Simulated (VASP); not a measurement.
# Quasiparticle energies of CuI (Marshite) in VASP, part 5 of 6

Wanted: how far GW moves the Kohn-Sham levels of CuI (Marshite). The cell is of the zinc-blende type, one of the forms listed for this formula. The start is a cell from a database of measured crystal structures.

VASP 6.6.1, plane waves and PAW; the level of theory is named at each step.

So far, quasiparticle gap on the mesh (eV): step 4 (evGW0, evGW0 on LDA) 2.45; step 5 (evGW, evGW on LDA) 2.79.

The database entry behind the starting cell differs from later determinations by our own check (about 0.15 % long (mineral sample)), so it need not match the best structure at ambient conditions.

**6. QPGW0**

This step: QPGW0 on LDA; plane waves and PAW (I_GW, Cu_GW) (VASP 6.6.1).

Here the orbitals are updated too, by diagonalising a Hermitian self-energy in the bands up to NBANDSGW.

File INCAR:

```
SYSTEM = CuI
PREC = Accurate
ENCUT = 440
ISMEAR = 0
SIGMA = 0.01
LREAL = .FALSE.
GGA = CA
NBANDS = 308
LASPH = .TRUE.
ALGO = QPGW0
NELMGW = 4
ENCUTGW = 180
NOMEGA = 48
PRECFOCK = Fast
NBANDSGW = 28
LWAVE = .FALSE.
LCHARG = .FALSE.
```

File POSCAR:

```
CuI
1.0
    0.0000000000      3.0315000000      3.0315000000
    3.0315000000      0.0000000000      3.0315000000
    3.0315000000      3.0315000000      0.0000000000
I Cu
1 1
Direct
    0.0000000000      0.0000000000      0.0000000000
    0.7500000000      0.7500000000      0.7500000000
```

File KPOINTS:

```
Automatic mesh
0
Gamma
6 6 6
0 0 0
```

The projector-augmented-wave data sets are I_GW and Cu_GW (LDA family, release 64).

Launch:

```
$ mpirun -np 4 vasp_std
```

The log of the run:

```text
[banner, memory and clock lines left out]
running    4 mpi-ranks, on    1 nodes
[...]
|                                                                             |
|           W    W    AA    RRRRR   N    N  II  N    N   GGGG   !!!           |
|           W    W   A  A   R    R  NN   N  II  NN   N  G    G  !!!           |
|           W    W  A    A  R    R  N N  N  II  N N  N  G       !!!           |
|           W WW W  AAAAAA  RRRRR   N  N N  II  N  N N  G  GGG   !            |
|           WW  WW  A    A  R   R   N   NN  II  N   NN  G    G                |
|           W    W  A    A  R    R  N    N  II  N    N   GGGG   !!!           |
|                                                                             |
|     The default for ENCUTGWSOFT is different in this version of VASP.       |
|     please manually set ENCUTGWSOFT =180 in the INCAR file.                 |
|                                                                             |

 LDA part: xc-table for (Slater(with rela. corr.)+CA(PZ))
 , standard interpolation
 found WAVECAR, reading the header
 POSCAR, INCAR and KPOINTS ok, starting setup
[...]
reading WAVECAR
 the WAVECAR file was read successfully
 initial charge from wavefunction
 available memory per node:    280.62 GB, setting MAXMEM to    287354

 The Fermi energy was updated, please check that it is located mid-gap
 values below the HOMO (VB) or above the LUMO (CB) will cause erroneous energies
 E-fermi :   4.1711

 calculate exact exchange contribution
 the WAVEDER file was read successfully
energies w=
    0.000    0.000    0.435    0.000    0.869    0.000    1.299    0.000
    1.724    0.000    2.142    0.000    2.554    0.000    2.958    0.000
    3.355    0.000    3.744    0.000    4.126    0.000    4.503    0.000
    4.873    0.000    5.240    0.000    5.603    0.000    5.965    0.000
    6.326    0.000    6.688    0.000    7.053    0.000    7.423    0.000
    7.799    0.000    8.184    0.000    8.579    0.000    8.989    0.000
    9.415    0.000    9.861    0.000   10.332    0.000   10.831    0.000
   11.365    0.000   11.941    0.000   12.566    0.000   13.251    0.000
   14.009    0.000   14.856    0.000   15.813    0.000   16.908    0.000
   18.177    0.000   19.670    0.000   21.459    0.000   23.645    0.000
   26.381    0.000   29.908    0.000   34.626    0.000   41.254    0.000
   51.230    0.000   67.889    0.000  101.187    0.000  200.188    0.000
 responsefunction array rank=     312
 LDA part: xc-table for (Slater(with rela. corr.)+CA(PZ))
 , standard interpolation

 min. memory requirement per mpi rank   1737.8 MB, per node   6951.1 MB

 allocating  12 responsefunctions rank=   312
 shmem allocating  48 responsefunctions rank=   312
 response function shared by NCSHMEM nodes    1
[...]
total number of BLAS operations      38781.31 Gflops
 resolving degeneracies of screened two electron integrals

 QP shifts <psi_nk| G(iteration)W_0 |psi_nk>: iteration 3
 NQ=           1  operations          48
 NQ=           2  operations           6
 NQ=           3  operations           6
 NQ=           4  operations          12
 NQ=           5  operations           8
 NQ=           6  operations           2
 NQ=           7  operations           2
 NQ=           8  operations           2
 NQ=           9  operations           4
 NQ=          10  operations           8
 NQ=          11  operations           2
 NQ=          12  operations           4
 NQ=          13  operations          16
 NQ=          14  operations           2
 NQ=          15  operations           2
 NQ=          16  operations           4
 allocating  12 responsefunctions rank=   312
 shmem allocating  48 responsefunctions rank=   312
 response function shared by NCSHMEM nodes    1
 Doing           12  frequencies on each core in blocks of           48
NQ=   1    0.0000    0.0000    0.0000,
|.........|.........|.........|.........|.........|.........|.........|.........
 performed       1438000 updates of chi_q(r,r)
 total number of BLAS operations       1084.60 Gflops
NQ=   2    0.1667    0.0000    0.0000,
|.........|.........|.........|.........|.........|.........|.........|.........
 performed       4049000 updates of chi_q(r,r)
 total number of BLAS operations       3092.20 Gflops
NQ=   3    0.3333    0.0000    0.0000,
|.........|.........|.........|.........|.........|.........|.........|.........
 performed       6660000 updates of chi_q(r,r)
 total number of BLAS operations       4997.52 Gflops
NQ=   4    0.5000    0.0000    0.0000,
|.........|.........|.........|.........|.........|.........|.........|.........
 performed       8857000 updates of chi_q(r,r)
 total number of BLAS operations       6600.81 Gflops
NQ=   5    0.1667    0.1667    0.0000,
|.........|.........|.........|.........|.........|.........|.........|.........
 performed      11468000 updates of chi_q(r,r)
 total number of BLAS operations       8518.77 Gflops
NQ=   6    0.3333    0.1667    0.0000,
|.........|.........|.........|.........|.........|.........|.........|.........
 performed      15562000 updates of chi_q(r,r)
 total number of BLAS operations      11566.03 Gflops
NQ=   7    0.5000    0.1667    0.0000,
|.........|.........|.........|.........|.........|.........|.........|.........
 performed      19656000 updates of chi_q(r,r)
 total number of BLAS operations      14653.38 Gflops
NQ=   8   -0.3333    0.1667    0.0000,
|.........|.........|.........|.........|.........|.........|.........|.........
 performed      23750000 updates of chi_q(r,r)
 total number of BLAS operations      17760.87 Gflops
NQ=   9   -0.1667    0.1667    0.0000,
|.........|.........|.........|.........|.........|.........|.........|.........
 performed      27292000 updates of chi_q(r,r)
 total number of BLAS operations      20362.91 Gflops
NQ=  10    0.3333    0.3333    0.0000,
|.........|.........|.........|.........|.........|.........|.........|.........
 performed      29903000 updates of chi_q(r,r)
 total number of BLAS operations      22370.51 Gflops
NQ=  11    0.5000    0.3333    0.0000,
|.........|.........|.........|.........|.........|.........|.........|.........
 performed      33997000 updates of chi_q(r,r)
 total number of BLAS operations      25377.93 Gflops
NQ=  12   -0.3333    0.3333    0.0000,
```

Elapsed: 1.5 h, on 4 MPI ranks of Intel Xeon 6975P-C (Granite Rapids), shared host.

The run was cut off at its time limit.

More ranks or a longer limit would be the way on.

**7. Orbitals for another starting point**

This step: LDA; plane waves and PAW (I_GW, Cu_GW) (VASP 6.6.1).

A hybrid converges faster from good orbitals, so a cheap LDA run writes WAVECAR first.

File INCAR:

```
SYSTEM = CuI
PREC = Accurate
ENCUT = 440
EDIFF = 1E-05
NELM = 100
ISMEAR = 0
SIGMA = 0.01
LREAL = .FALSE.
ALGO = Normal
GGA = CA
NBANDS = 15
LASPH = .TRUE.
LORBIT = 11
LWAVE = .TRUE.
LCHARG = .FALSE.
KPAR = 4
```

POSCAR is that of step 6.

KPOINTS is that of step 6.

Launch:

```
$ mpirun -np 4 vasp_std
```

The log of the run:

```text
[... set-up lines as in an earlier step ...]
 entering main loop
       N       E                     dE             d eps       ncg     rms          rms(c)
[... 10 cycles as in an earlier step ...]
DAV:  11    -0.693524934874E+01    0.38594E-05   -0.73551E-05   755   0.144E-01
   1 F= -.69352493E+01 E0= -.69352493E+01  d E =-.361171E-23
 writing wavefunctions
```

Run time: 3 s. Hardware: 4 MPI ranks; peak memory 0.58 GiB.

Parts of OUTCAR (step 7):

```text
   NELECT =      18.0000    total number of electrons

 E-fermi :   3.7540

 k-point     1 :       0.0000    0.0000    0.0000
  band No.  band energies     occupation
    ...
      5       1.7704      2.00000
      6       1.7704      2.00000
      7       3.6873      2.00000
      8       3.6873      2.00000
      9       3.6873      2.00000
     10       4.6522      0.00000
     11       8.5632      0.00000
     12       8.5632      0.00000
     13       8.5632      0.00000
     14      11.6542      0.00000
    ...

  Total       -1.5632759     -1.5632759     -1.5632759     -0.0000000     -0.0000000     -0.0000000
  in kB      -44.9514292    -44.9514292    -44.9514292     -0.0000000     -0.0000000     -0.0000000
  external PRESSURE =     -44.9514292 kB  Pullay stress =       0.0000000 kB

 POSITION                                       TOTAL-FORCE (eV/Angst)
 -----------------------------------------------------------------------------------
      0.00000      0.00000      0.00000        -0.000000     -0.000000     -0.000000
      4.54725      4.54725      4.54725         0.000000      0.000000      0.000000
 -----------------------------------------------------------------------------------
    total drift:                                0.000000      0.000000      0.000000

  FREE ENERGIE OF THE ION-ELECTRON SYSTEM (eV)
  ---------------------------------------------------
  free  energy   TOTEN  =        -6.9352493487 eV

  energy  without entropy=       -6.9352493487  energy(sigma->0) =       -6.93524935

[... 8 parts as in an earlier step ...]

[... 9 further parts left out ...]
```

This step gave:

```
pressure                       : -4.495 GPa
gap on the k-mesh              : 0.9649 eV
least direct gap on the k-mesh : 0.9649 eV
```

The run ends at a pressure of -4.50 GPa.

**8. Another starting point**

This step: HSE06; plane waves and PAW (I_GW, Cu_GW) (VASP 6.6.1).

To see how much the result owes to its start, the ground state is made again with HSE06. EDIFF is tight for accurate orbitals, and a narrow smearing avoids fractional occupations.

File INCAR:

```
SYSTEM = CuI
PREC = Accurate
ENCUT = 440
EDIFF = 1E-08
NELM = 100
ISMEAR = 0
SIGMA = 0.01
LREAL = .FALSE.
ALGO = Normal
LHFCALC = .TRUE.
AEXX = 0.25
GGA = PE
HFSCREEN = 0.2
LASPH = .TRUE.
NBANDS = 15
PRECFOCK = Fast
LORBIT = 11
LWAVE = .TRUE.
LCHARG = .FALSE.
KPAR = 4
```

POSCAR is that of step 7.

KPOINTS is that of step 7.

The run starts from files that an earlier step left in the folder.

Launch:

```
$ mpirun -np 4 vasp_std
```

The log of the run:

```text
[banner, memory and clock lines left out]
running    4 mpi-ranks, on    1 nodes
 distrk:  each k-point on    1 cores,    4 groups
 distr:  one band on    1 cores,    1 groups

 POSCAR found type information on POSCAR I Cu
 POSCAR found :  2 types and       2 ions
|                                                                             |
|               ----> ADVICE to this user running VASP <----                  |
|                                                                             |
|     You enforced a specific xc type in the INCAR file but a different       |
|     [... a line on the potential file left out ...]
|     I HOPE YOU KNOW WHAT YOU ARE DOING!                                     |
|                                                                             |

 LDA part: xc-table for (Slater+PW92), standard interpolation
 found WAVECAR, reading the header
 POSCAR, INCAR and KPOINTS ok, starting setup
 FFT: planning ... GRIDC
 FFT: planning ... GRID_SOFT
 FFT: planning ... GRID
 reading WAVECAR
 the WAVECAR file was read successfully
 initial charge from wavefunction
 entering main loop
       N       E                     dE             d eps       ncg     rms          rms(c)
DAV:   1    -0.652560736251E+01   -0.65256E+01   -0.12082E+00   631   0.226E+01    0.291E+00
DAV:   2    -0.641013121956E+01    0.11548E+00   -0.80776E-01   571   0.260E+01    0.188E+00
DAV:   3    -0.642325765406E+01   -0.13126E-01   -0.52617E-02   529   0.275E+00    0.102E+00
DAV:   4    -0.642135574364E+01    0.19019E-02   -0.13056E-02   641   0.306E+00    0.325E-01
DAV:   5    -0.642131987121E+01    0.35872E-04   -0.26813E-03   735   0.873E-01    0.257E-01
DAV:   6    -0.642132240517E+01   -0.25340E-05   -0.18867E-04   776   0.193E-01    0.173E-01
DAV:   7    -0.642130907819E+01    0.13327E-04   -0.33777E-05   627   0.151E-01    0.891E-02
DAV:   8    -0.642130775237E+01    0.13258E-05   -0.48777E-06   637   0.193E-02    0.533E-02
DAV:   9    -0.642130828702E+01   -0.53465E-06   -0.24580E-06   661   0.179E-02    0.330E-02
DAV:  10    -0.642130924591E+01   -0.95889E-06   -0.95491E-07   620   0.877E-03    0.192E-02
DAV:  11    -0.642130989486E+01   -0.64895E-06   -0.41608E-07   658   0.496E-03    0.113E-02
DAV:  12    -0.642131029306E+01   -0.39820E-06   -0.20045E-07   589   0.297E-03    0.682E-03
DAV:  13    -0.642131052230E+01   -0.22924E-06   -0.10371E-07   586   0.233E-03    0.402E-03
DAV:  14    -0.642131063923E+01   -0.11694E-06   -0.50004E-08   564   0.151E-03    0.241E-03
DAV:  15    -0.642131068804E+01   -0.48804E-07   -0.24825E-08   564   0.106E-03    0.144E-03
DAV:  16    -0.642131070635E+01   -0.18307E-07   -0.12258E-08   524   0.744E-04    0.869E-04
DAV:  17    -0.642131071008E+01   -0.37314E-08   -0.61151E-09   429   0.531E-04
   1 F= -.64213107E+01 E0= -.64213107E+01  d E =-.778913E-30
 writing wavefunctions
```

Wall time 5.5 min (4 MPI ranks); peak memory 1.1 GiB.

Parts of OUTCAR (step 8):

```text
   k-points           NKPTS =     16   k-points in BZ     NKDIM =    216   number of bands    NBANDS=     15

   NELECT =      18.0000    total number of electrons

  exchange ACFDT corr.  =         0.00000000  see jH, gK, PRB 81, 115126

 E-fermi :   3.1291

 k-point     1 :       0.0000    0.0000    0.0000
  band No.  band energies     occupation
    ...
      5       0.5593      2.00000
      6       0.5593      2.00000
      7       3.0517      2.00000
      8       3.0517      2.00000
      9       3.0517      2.00000
     10       5.6788      0.00000
     11       9.4511      0.00000
     12       9.4511      0.00000
     13       9.4511      0.00000
     14      12.9594      0.00000
    ...

 POSITION                                       TOTAL-FORCE (eV/Angst)
 -----------------------------------------------------------------------------------
      0.00000      0.00000      0.00000         0.000000      0.000000      0.000000
      4.54725      4.54725      4.54725        -0.000000     -0.000000     -0.000000
 -----------------------------------------------------------------------------------
    total drift:                                0.000002      0.000001      0.000001

  FREE ENERGIE OF THE ION-ELECTRON SYSTEM (eV)
  ---------------------------------------------------
  free  energy   TOTEN  =        -6.4213107101 eV

  energy  without entropy=       -6.4213107101  energy(sigma->0) =       -6.42131071

[... 7 parts as in an earlier step ...]

[... 9 further parts left out ...]
```

The PAW data sets were made with LDA, a small mismatch for this functional.

Numbers from this step:

| Quantity | Value |
| --- | --- |
| free energy (TOTEN) | -6.421 eV |
| Fermi energy | 3.129 eV |
| gap on the k-mesh | 2.627 eV |
| least direct gap on the k-mesh | 2.627 eV |

**9. Empty bands, functional HSE06**

ALGO = Exact makes the empty bands from the converged ground state in one step. LOPTICS writes the k-derivatives of the orbitals (WAVEDER), which give the long-wavelength limit of the screening.

File INCAR:

```
SYSTEM = CuI
PREC = Accurate
ENCUT = 440
ISMEAR = 0
SIGMA = 0.01
LREAL = .FALSE.
LHFCALC = .TRUE.
AEXX = 0.25
GGA = PE
HFSCREEN = 0.2
LASPH = .TRUE.
NBANDS = 308
PRECFOCK = Fast
ALGO = Exact
NELM = 1
LWAVE = .TRUE.
LCHARG = .FALSE.
LOPTICS = .TRUE.
NEDOS = 1000
CSHIFT = 0.1
```

POSCAR is that of step 8.

KPOINTS is that of step 8.

The run starts from files that an earlier step left in the folder.

Launch:

```
$ mpirun -np 4 vasp_std
```

The log of the run:

```text
[banner, memory and clock lines left out]
running    4 mpi-ranks, on    1 nodes
[...]
[... a notice as in an earlier step ...]

 LDA part: xc-table for (Slater+PW92), standard interpolation
 found WAVECAR, reading the header
  number of bands has changed, file:    15 present:   308
  trying to continue reading WAVECAR, but it might fail
 POSCAR, INCAR and KPOINTS ok, starting setup
[...]
reading WAVECAR
 random initialization beyond band           15
 the WAVECAR file was read successfully
 initial charge from wavefunction
 entering main loop
       N       E                     dE             d eps       ncg     rms          rms(c)
DIA:   1    -0.642131069108E+01   -0.64213E+01    0.00000E+00     0   0.000E+00
   1 F= -.64213107E+01 E0= -.64213107E+01  d E =-.388003E-91
 writing wavefunctions
 optical routines
 imaginary and real dielectric function
 recalculating local potential from charge density
 direction            1
 direction            2
 direction            3
```

Elapsed: 33 min, on 4 MPI ranks; peak memory 2 GiB.

OUTCAR, selected parts (step 9):

```text
 POSITION                                       TOTAL-FORCE (eV/Angst)
 -----------------------------------------------------------------------------------
      0.00000      0.00000      0.00000         0.000000      0.000000      0.000000
      4.54725      4.54725      4.54725        -0.000000     -0.000000     -0.000000
 -----------------------------------------------------------------------------------
    total drift:                                0.000001     -0.000002     -0.000001

  FREE ENERGIE OF THE ION-ELECTRON SYSTEM (eV)
  ---------------------------------------------------
  free  energy   TOTEN  =        -6.4213106911 eV

  energy  without entropy=       -6.4213106911  energy(sigma->0) =       -6.42131069

[... 2 parts as in an earlier step ...]

[... 1 further part left out ...]
[key lines of the parts left out:]
E-fermi :   3.1936
```

(Part 5 of 6 ends here.)

[Lines on the potential files, build, host, timing and source positions are cut from VASP's logs without a mark.]

[Logs are printed without paths, hosts, clocks, repeated set-up lines and the standing remarks that a program may print on its own settings, such as how far it seeks lower states.]

[Hosts, paths, dates, database ids (printed as entryN), source tags and the programs' standing remarks are cut or masked in the printed files.]

[Pressures printed for these runs are not shown converged in the cutoff: they can be off by several GPa and have the wrong sign.]
